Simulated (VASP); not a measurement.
Energy against volume of PdIn (CsCl type). Computed with RPBE GGA, VASP's PBE PAW potentials (set 64) (plane waves; VASP). Run with 520 eV cut-off, 11×11×11 Γ-centred mesh, first-order Methfessel-Paxton smearing of 0.10 eV, potentials In_d Pd.

```json
[
 {"V (Å³/atom)": "18.134", "E (eV/atom)": "-3.87491"},
 {"V (Å³/atom)": "18.695", "E (eV/atom)": "-3.87888"},
 {"V (Å³/atom)": "19.256", "E (eV/atom)": "-3.87262"},
 {"V (Å³/atom)": "19.816", "E (eV/atom)": "-3.85817"}
]
```

Question: Fit these four points and predict the energy of the run at 17.573 Å³/atom.

Answer: A cubic in V^(−2/3), the third-order Birch-Murnaghan form, passes through the four points with V0 = 18.61 Å³/atom and B0 = 100 GPa, and gives -3.8583 eV/atom there. The run gave -3.8586 eV/atom, -0.3 meV/atom from the fit; all five points give B0 = 99 GPa.

The compound is PdIn in the CsCl type structure. It was relaxed first, which changed the volume by +8 %.
